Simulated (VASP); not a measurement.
Output of a VASP run:

File OSZICAR:
```
       N       E                     dE             d eps       ncg     rms          rms(c)
DAV:   1     0.453250235517E+03    0.45325E+03   -0.17463E+04  3696   0.144E+03
DAV:   2     0.172365189801E+00   -0.45308E+03   -0.44691E+03  3732   0.517E+02
DAV:   3    -0.579664439363E+02   -0.58139E+02   -0.56277E+02  5960   0.162E+02
DAV:   4    -0.616070615158E+02   -0.36406E+01   -0.35557E+01  5904   0.459E+01
DAV:   5    -0.617319747956E+02   -0.12491E+00   -0.11974E+00  5176   0.612E+00    0.356E+01
DAV:   6    -0.565958028450E+02    0.51362E+01   -0.23587E+01  6336   0.394E+01    0.870E+00
DAV:   7    -0.564281412197E+02    0.16766E+00   -0.16253E+00  6256   0.107E+01    0.497E+00
DAV:   8    -0.563456693120E+02    0.82472E-01   -0.55400E-01  6160   0.634E+00    0.364E+00
DAV:   9    -0.562921831341E+02    0.53486E-01   -0.15254E-01  5688   0.278E+00    0.565E-01
DAV:  10    -0.562888283715E+02    0.33548E-02   -0.37041E-02  5544   0.122E+00    0.204E-01
DAV:  11    -0.562880970433E+02    0.73133E-03   -0.48008E-03  5536   0.707E-01    0.612E-02
DAV:  12    -0.562880703047E+02    0.26739E-04   -0.37728E-04  6230   0.184E-01    0.224E-02
DAV:  13    -0.562880661855E+02    0.41191E-05   -0.44755E-05  5918   0.448E-02    0.701E-03
DAV:  14    -0.562880659562E+02    0.22931E-06   -0.29179E-06  3998   0.128E-02
   1 F= -.56288066E+02 E0= -.56248698E+02  d E =-.787369E-01
```

### OUTCAR
```
------------------------ aborting loop because EDIFF is reached ----------------------------------------
  FORCE on cell =-STRESS in cart. coord.  units (eV):
  Direction    XX          YY          ZZ          XY          YZ          ZX
  --------------------------------------------------------------------------------------
  Total       -3.8091577     -3.8091575     -3.7265218      0.0000000     -0.0000000     -0.0000000
  in kB      -78.5264519    -78.5264468    -76.8228971      0.0000000     -0.0000000     -0.0000000
  external PRESSURE =     -77.9585986 kB  Pullay stress =       0.0000000 kB
  volume of cell :       77.72
      direct lattice vectors                 reciprocal lattice vectors
     5.429670000  0.000000000  0.000000000     0.184173255  0.106332482  0.000000000
    -2.714835000  4.702232000  0.000000000     0.000000000  0.212664964  0.000000000
     0.000000000  0.000000000  3.044010000     0.000000000  0.000000000  0.328514032
 POSITION                                       TOTAL-FORCE (eV/Angst)
 -----------------------------------------------------------------------------------
      0.00000      0.00000      1.52201        -0.000000      0.000000      0.000000
     -0.00000      3.13482      1.52201        -0.000000      0.000000      0.000000
      2.71484      1.56741      1.52201         0.000000     -0.000000      0.000000
     -1.35742      2.35112      0.00000        -0.000000      0.000000      0.000000
      2.71483      0.00000      0.00000        -0.000000      0.000000      0.000000
      1.35742      2.35112      0.00000        -0.000000      0.000000      0.000000
 -----------------------------------------------------------------------------------
    total drift:                                0.000000      0.000000     -0.000000
  FREE ENERGIE OF THE ION-ELECTRON SYSTEM (eV)
  ---------------------------------------------------
  free  energy   TOTEN  =       -56.2880659562 eV

  energy  without entropy=      -56.2093290910  energy(sigma->0) =      -56.24869752
```
(Selected blocks of OUTCAR.)

File POSCAR:
```
ScB2Ir3
1
    5.4296700000     0.0000000000     0.0000000000
   -2.7148350000     4.7022320000     0.0000000000
    0.0000000000     0.0000000000     3.0440100000
Sc B Ir
1 2 3
Direct
  0.0000000000   0.0000000000   0.5000000000
  0.3333330000   0.6666670000   0.5000000000
  0.6666670000   0.3333330000   0.5000000000
  0.0000000000   0.5000000000   0.0000000000
  0.5000000000   0.0000000000   0.0000000000
  0.5000000000   0.5000000000   0.0000000000
```

### Question
Reconstruct the remaining input files.

### Answer
This is not unique; one that fits is the input of the run itself, LDA (Ceperley-Alder, Perdew-Zunger), plane waves, VASP's LDA PAW potentials (set 64).

### KPOINTS
```
K-points
0
Gamma
8 8 13
```

**INCAR**
```
ISIF  =  2
SYSTEM  =  ScB2Ir3
LWAVE  =  F
SIGMA  =  0.1   # width (eV)
LCHARG  =  F
LREAL  =  F   # projection in real space or not
LMAXMIX  =  6   # l cut-off of mixed one-centre charges
PREC  =  Accurate
ISMEAR  =  -1   # Fermi-Dirac
ALGO  =  Normal   # blocked Davidson
EDIFF  =  1E-6   # SCF stop (eV)
LASPH  =  T   # aspherical one-centre terms
ENCUT  =  400   # plane-wave cut-off (eV)
NELM  =  100   # most electronic steps
```

POTCAR, in this order: Sc_sv B Ir (LDA.64 set). Program: vasp_std.

At this cut-off the stress carries a Pulay error, which pulls relaxed volumes low.

The structure comes from a computed database's ScB2Ir3 entry (P6/mmm); how it stands against other phases isn't given here. The cell was not relaxed at this level.
